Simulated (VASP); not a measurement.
# A VASP study of PIr2 (r2SCAN + rVV10): structure first, properties next, part 5 of 7

Wanted: the relaxed cell of PIr2 and its properties. The start is a cell from a database of measured crystal structures.

VASP 6.6.1; r2SCAN with rVV10; plane waves and PAW (P, Ir).

Still holding for the runs below: This run has no spin polarisation. Its electron count is odd, so without a moment it is a metal by construction. The k-mesh is coarse for a metal.

So far. Step 9 (Volume scan with r2SCAN + rVV10 (run 4)): The run ends at a pressure of 0.00 GPa.

The database entry behind the starting cell differs from later determinations by our own check (0.1 to 0.3 % short, probably kX units), so it need not match the best structure at ambient conditions.

## (10) Volume scan with r2SCAN + rVV10 (run 5)

File INCAR:

```
SYSTEM = PIr2
PREC = Accurate
ENCUT = 400
EDIFF = 1E-06
NELM = 100
ISMEAR = 0
SIGMA = 0.05
LREAL = .FALSE.
ALGO = Normal
METAGGA = R2SCAN
LUSE_VDW = .TRUE.
IVDW_NL = 2
BPARAM = 11.95
CPARAM = 0.0093
LASPH = .TRUE.
NBANDS = 17
LORBIT = 11
LWAVE = .FALSE.
LCHARG = .FALSE.
KPAR = 2
ISIF = 2
```

File POSCAR:

```
PIr2
1.0
    0.0000000000      2.7925792957      2.7925792957
    2.7925792957      0.0000000000      2.7925792957
    2.7925792957      2.7925792957      0.0000000000
P Ir
1 2
Direct
    0.0000000000      0.0000000000      0.0000000000
    0.2500000000      0.2500000000      0.2500000000
    0.7500000000      0.7500000000      0.7500000000
```

File KPOINTS:

```
Automatic mesh
0
Gamma
7 7 7
0 0 0
```

PAW data sets: P and Ir (PBE family, release 64).

Launch:

```
> mpirun -np 2 vasp_std
```

Output:

```text
[... set-up lines as in an earlier step ...]
 entering main loop
       N       E                     dE             d eps       ncg     rms          rms(c)
Total rVV10 correction in eV:      0.3817069    30.3482851
Total rVV10 correction in eV:      0.3817069    30.3482851
DAV:   1     0.699970044541E+02    0.69997E+02   -0.91097E+03   680   0.105E+03
DAV:   2    -0.111211980966E+03   -0.18121E+03   -0.17195E+03   681   0.321E+02
DAV:   3    -0.120247772758E+03   -0.90358E+01   -0.88782E+01   866   0.751E+01
DAV:   4    -0.120420654828E+03   -0.17288E+00   -0.17244E+00   849   0.103E+01
DAV:   5    -0.120424211467E+03   -0.35566E-02   -0.35545E-02   932   0.139E+00    0.240E+01
Total rVV10 correction in eV:      0.3583579    30.3482855
Total rVV10 correction in eV:      0.3583579    30.3482855
DAV:   6    -0.114821202314E+03    0.56030E+01   -0.50993E+00   886   0.256E+01    0.914E+00
Total rVV10 correction in eV:      0.3583573    30.3482855
Total rVV10 correction in eV:      0.3583573    30.3482855
DAV:   7    -0.114782991530E+03    0.38211E-01   -0.22947E-01   867   0.518E+00    0.546E+00
[...]
Total rVV10 correction in eV:      0.3550161    30.3482855
Total rVV10 correction in eV:      0.3550161    30.3482855
DAV:   9    -0.114768033322E+03    0.81864E-03   -0.32758E-03   984   0.655E-01    0.327E-01
Total rVV10 correction in eV:      0.3549279    30.3482855
Total rVV10 correction in eV:      0.3549279    30.3482855
DAV:  10    -0.114768203341E+03   -0.17002E-03   -0.37562E-04   790   0.181E-01    0.107E-01
Total rVV10 correction in eV:      0.3549511    30.3482855
Total rVV10 correction in eV:      0.3549511    30.3482855
DAV:  11    -0.114768197068E+03    0.62727E-05   -0.23115E-05  1049   0.458E-02    0.130E-02
Total rVV10 correction in eV:      0.3549599    30.3482855
Total rVV10 correction in eV:      0.3549599    30.3482855
DAV:  12    -0.114768193842E+03    0.32264E-05   -0.17005E-06   660   0.122E-02    0.338E-03
Total rVV10 correction in eV:      0.3549591    30.3482855
Total rVV10 correction in eV:      0.3549591    30.3482855
DAV:  13    -0.114768193716E+03    0.12556E-06   -0.26190E-07   427   0.615E-03
Total rVV10 correction in eV:      0.3549611    30.3482855
Total rVV10 correction in eV:      0.3549611    30.3482855
Total rVV10 correction in eV:      0.3549609    30.3482855
Total rVV10 correction in eV:      0.3549609    30.3482855
   1 F= -.11476819E+03 E0= -.11476674E+03  d E =-.290737E-02
```

Wall time 60 s (2 MPI ranks of AMD EPYC 7R43, shared host); peak memory 0.46 GiB.

OUTCAR, selected parts (step 10):

```text
  Total       -1.5741644     -1.5741644     -1.5741644     -0.0000000      0.0000000     -0.0000000
  in kB      -57.9047407    -57.9047407    -57.9047407     -0.0000000      0.0000000     -0.0000000
  external PRESSURE =     -57.9047407 kB  Pullay stress =       0.0000000 kB

 POSITION                                       TOTAL-FORCE (eV/Angst)
 -----------------------------------------------------------------------------------
      0.00000      0.00000      0.00000        -0.000000      0.000000      0.000000
      1.39629      1.39629      1.39629        -0.000000     -0.000000     -0.000000
      4.18887      4.18887      4.18887         0.000000      0.000000      0.000000
 -----------------------------------------------------------------------------------
    total drift:                                0.000000      0.000000      0.000000

  FREE ENERGIE OF THE ION-ELECTRON SYSTEM (eV)
  ---------------------------------------------------
  free  energy   TOTEN  =      -114.7681937162 eV

  energy  without entropy=     -114.7652863434  energy(sigma->0) =     -114.76674003

[... 1 part as in an earlier step ...]

[... 2 further parts left out ...]
[key lines of the parts left out:]
E-fermi :   9.2022
```

The pressure falls from 0.00 to -5.79 GPa.

The run ends at a pressure of -5.79 GPa.

## (11) Volume scan with r2SCAN + rVV10 (run 6)

INCAR is that of step 10.

File POSCAR:

```
PIr2
1.0
    0.0000000000      2.8107134356      2.8107134356
    2.8107134356      0.0000000000      2.8107134356
    2.8107134356      2.8107134356      0.0000000000
P Ir
1 2
Direct
    0.0000000000      0.0000000000      0.0000000000
    0.2500000000      0.2500000000      0.2500000000
    0.7500000000      0.7500000000      0.7500000000
```

KPOINTS is that of step 10.

Launch:

```
> mpirun -np 2 vasp_std
```

Output:

```text
[... set-up lines as in an earlier step ...]
 entering main loop
       N       E                     dE             d eps       ncg     rms          rms(c)
Total rVV10 correction in eV:      0.3894008    30.3482851
Total rVV10 correction in eV:      0.3894008    30.3482851
DAV:   1     0.652980486626E+02    0.65298E+02   -0.90979E+03   680   0.105E+03
DAV:   2    -0.112046780448E+03   -0.17734E+03   -0.16817E+03   681   0.323E+02
DAV:   3    -0.120303767545E+03   -0.82570E+01   -0.81232E+01   937   0.725E+01
DAV:   4    -0.120437639023E+03   -0.13387E+00   -0.13348E+00   794   0.919E+00
DAV:   5    -0.120440600310E+03   -0.29613E-02   -0.29606E-02   946   0.132E+00    0.228E+01
Total rVV10 correction in eV:      0.3654295    30.3482854
Total rVV10 correction in eV:      0.3654295    30.3482854
DAV:   6    -0.114772825241E+03    0.56678E+01   -0.52868E+00   872   0.259E+01    0.871E+00
Total rVV10 correction in eV:      0.3655871    30.3482854
Total rVV10 correction in eV:      0.3655871    30.3482854
DAV:   7    -0.114736717721E+03    0.36108E-01   -0.23910E-01   900   0.535E+00    0.528E+00
[...]
Total rVV10 correction in eV:      0.3621181    30.3482854
Total rVV10 correction in eV:      0.3621181    30.3482854
DAV:   9    -0.114723200627E+03    0.90966E-03   -0.33324E-03  1010   0.661E-01    0.343E-01
Total rVV10 correction in eV:      0.3620576    30.3482854
Total rVV10 correction in eV:      0.3620576    30.3482854
DAV:  10    -0.114723382619E+03   -0.18199E-03   -0.41285E-04   766   0.182E-01    0.101E-01
Total rVV10 correction in eV:      0.3620733    30.3482854
Total rVV10 correction in eV:      0.3620733    30.3482854
DAV:  11    -0.114723381496E+03    0.11234E-05   -0.31042E-05  1071   0.544E-02    0.149E-02
Total rVV10 correction in eV:      0.3620765    30.3482854
Total rVV10 correction in eV:      0.3620765    30.3482854
DAV:  12    -0.114723378352E+03    0.31433E-05   -0.19838E-06   659   0.129E-02    0.439E-03
Total rVV10 correction in eV:      0.3620774    30.3482854
Total rVV10 correction in eV:      0.3620774    30.3482854
DAV:  13    -0.114723377742E+03    0.61044E-06   -0.34104E-07   426   0.551E-03
Total rVV10 correction in eV:      0.3620815    30.3482854
Total rVV10 correction in eV:      0.3620815    30.3482854
Total rVV10 correction in eV:      0.3620802    30.3482854
Total rVV10 correction in eV:      0.3620802    30.3482854
   1 F= -.11472338E+03 E0= -.11472181E+03  d E =-.314244E-02
```

It took 60 s on 2 MPI ranks; peak memory 0.46 GiB; 2 min of CPU time.

Parts of OUTCAR (step 11):

```text
  Total       -3.0278260     -3.0278260     -3.0278260      0.0000000     -0.0000000      0.0000000
  in kB     -109.2349942   -109.2349942   -109.2349942      0.0000000     -0.0000000      0.0000000
  external PRESSURE =    -109.2349942 kB  Pullay stress =       0.0000000 kB

 POSITION                                       TOTAL-FORCE (eV/Angst)
 -----------------------------------------------------------------------------------
      0.00000      0.00000      0.00000         0.000000     -0.000000      0.000000
      1.40536      1.40536      1.40536        -0.000000     -0.000000     -0.000000
      4.21607      4.21607      4.21607         0.000000      0.000000      0.000000
 -----------------------------------------------------------------------------------
    total drift:                                0.000000      0.000000      0.000000

  FREE ENERGIE OF THE ION-ELECTRON SYSTEM (eV)
  ---------------------------------------------------
  free  energy   TOTEN  =      -114.7233777418 eV

  energy  without entropy=     -114.7202353033  energy(sigma->0) =     -114.72180652

[... 1 part as in an earlier step ...]

[... 2 further parts left out ...]
[key lines of the parts left out:]
E-fermi :   8.9139
```

The pressure falls from -5.79 to -10.92 GPa.

The run ends at a pressure of -10.92 GPa.

## (12) Volume scan with r2SCAN + rVV10 (run 7)

A prediction first. A parabola through the 6 pressures of evenly scaled cells so far, P = -0.02 -309.0 t +803 t² GPa with t = ln(V/V₁) and V₁ the volume at scale 1, gives -15.29 GPa at t = +0.0583.

INCAR is that of step 11.

File POSCAR:

```
PIr2
1.0
    0.0000000000      2.8286165517      2.8286165517
    2.8286165517      0.0000000000      2.8286165517
    2.8286165517      2.8286165517      0.0000000000
P Ir
1 2
Direct
    0.0000000000      0.0000000000      0.0000000000
    0.2500000000      0.2500000000      0.2500000000
    0.7500000000      0.7500000000      0.7500000000
```

KPOINTS is that of step 11.

Launch:

```
> mpirun -np 2 vasp_std
```

Output:

```text
[... set-up lines as in an earlier step ...]
 entering main loop
       N       E                     dE             d eps       ncg     rms          rms(c)
Total rVV10 correction in eV:      0.3970023    30.3482851
Total rVV10 correction in eV:      0.3970023    30.3482851
DAV:   1     0.650492995850E+02    0.65049E+02   -0.92114E+03   680   0.104E+03
DAV:   2    -0.111545742657E+03   -0.17660E+03   -0.16827E+03   680   0.318E+02
DAV:   3    -0.120281793155E+03   -0.87361E+01   -0.85969E+01   931   0.724E+01
DAV:   4    -0.120428133195E+03   -0.14634E+00   -0.14599E+00   802   0.980E+00
DAV:   5    -0.120431070694E+03   -0.29375E-02   -0.29368E-02   909   0.130E+00    0.217E+01
Total rVV10 correction in eV:      0.3724289    30.3482849
Total rVV10 correction in eV:      0.3724289    30.3482849
DAV:   6    -0.114698291712E+03    0.57328E+01   -0.54382E+00   879   0.261E+01    0.830E+00
Total rVV10 correction in eV:      0.3727196    30.3482849
Total rVV10 correction in eV:      0.3727196    30.3482849
DAV:   7    -0.114664360595E+03    0.33931E-01   -0.25379E-01   883   0.552E+00    0.513E+00
[...]
Total rVV10 correction in eV:      0.3691225    30.3482849
Total rVV10 correction in eV:      0.3691225    30.3482849
DAV:  10    -0.114652767737E+03   -0.20041E-03   -0.48190E-04   772   0.186E-01    0.106E-01
Total rVV10 correction in eV:      0.3691291    30.3482849
Total rVV10 correction in eV:      0.3691291    30.3482849
DAV:  11    -0.114652768003E+03   -0.26662E-06   -0.51226E-05  1087   0.720E-02    0.177E-02
Total rVV10 correction in eV:      0.3691278    30.3482849
Total rVV10 correction in eV:      0.3691278    30.3482849
DAV:  12    -0.114652765171E+03    0.28317E-05   -0.24880E-06   721   0.144E-02    0.797E-03
Total rVV10 correction in eV:      0.3691289    30.3482849
Total rVV10 correction in eV:      0.3691289    30.3482849
DAV:  13    -0.114652763855E+03    0.13162E-05   -0.52795E-07   426   0.494E-03    0.280E-03
Total rVV10 correction in eV:      0.3691329    30.3482849
Total rVV10 correction in eV:      0.3691329    30.3482849
DAV:  14    -0.114652763351E+03    0.50459E-06   -0.88799E-08   390   0.290E-03
Total rVV10 correction in eV:      0.3691328    30.3482849
Total rVV10 correction in eV:      0.3691328    30.3482849
Total rVV10 correction in eV:      0.3691327    30.3482849
Total rVV10 correction in eV:      0.3691327    30.3482849
   1 F= -.11465276E+03 E0= -.11465112E+03  d E =-.329556E-02
```

Wall time 66 s (2 MPI ranks); peak memory 0.45 GiB; 2.2 min of CPU time.

OUTCAR, selected parts (step 12):

```text
  Total       -4.3700062     -4.3700062     -4.3700062      0.0000000      0.0000000      0.0000000
  in kB     -154.6822221   -154.6822221   -154.6822221      0.0000000      0.0000000      0.0000000
  external PRESSURE =    -154.6822221 kB  Pullay stress =       0.0000000 kB

 POSITION                                       TOTAL-FORCE (eV/Angst)
 -----------------------------------------------------------------------------------
      0.00000      0.00000      0.00000         0.000000      0.000000      0.000000
      1.41431      1.41431      1.41431         0.000000      0.000000     -0.000000
      4.24292      4.24292      4.24292        -0.000000     -0.000000     -0.000000
 -----------------------------------------------------------------------------------
    total drift:                                0.000000      0.000000      0.000000

  FREE ENERGIE OF THE ION-ELECTRON SYSTEM (eV)
  ---------------------------------------------------
  free  energy   TOTEN  =      -114.6527633507 eV

  energy  without entropy=     -114.6494677906  energy(sigma->0) =     -114.65111557

[... 1 part as in an earlier step ...]

[... 2 further parts left out ...]
[key lines of the parts left out:]
E-fermi :   8.6371
```

The pressure falls from -10.92 to -15.47 GPa. The parabola predicted -15.29 GPa, +0.17 GPa off.

## (13) Comparing the runs

Times are for 2 MPI ranks of AMD EPYC 7R43, shared host. Results by setting:

```tsv
no.	volume scale	energy above the lowest point (meV/atom)	pressure (GPa)	time	memory (GiB)
1	0.94	55.47	22.19	61 s	0.46
2	0.96	23.6	13.90	60 s	0.45
3	0.98	5.63	6.536	59 s	0.45
4	1	0	-6.28e-4	60 s	0.46
5	1.02	5.3	-5.790	60 s	0.46
6	1.04	20.28	-10.92	60 s	0.46
7	1.06	43.85	-15.47	66 s	0.45
```

## (14) Fit for r2SCAN + rVV10

This step: Birch-Murnaghan fit, r2SCAN with rVV10; plane waves and PAW (VASP 6.6.1).

Derived from the runs above.

Numbers from this step:

| Property | Result |
| --- | --- |
| pressure derivative of the bulk modulus | 5.033 |
| r.m.s. error of the fit | 2.14e-6 eV/atom |
| minimum inside the sampled range | yes |
| bulk modulus | 307.3 GPa |
| equilibrium volume of the fit | 14.23 Å³/atom |

Table of energy above the fitted minimum by volume:

```tsv
volume (Å³/atom)	energy above the fitted minimum (eV/atom)
13.380	0.0555
13.665	0.0236
13.949	0.00563
14.234	-3.7e-6
14.519	0.00530
14.803	0.0203
15.088	0.0438
```

The fitted volume lies -0.01 % from the relaxed one.

[end of part 5 of 7]

[Lines on the potential files, build, host, timing and source positions are cut from VASP's logs without a mark.]

[Logs are printed without paths, hosts, clocks, repeated set-up lines and the standing remarks that a program may print on its own settings, such as how far it seeks lower states.]

[Hosts, paths, dates, database ids (printed as entryN), source tags and the programs' standing remarks are cut or masked in the printed files.]

[A measured line is paired with the nearest computed mode of its activity, which favours agreement.]
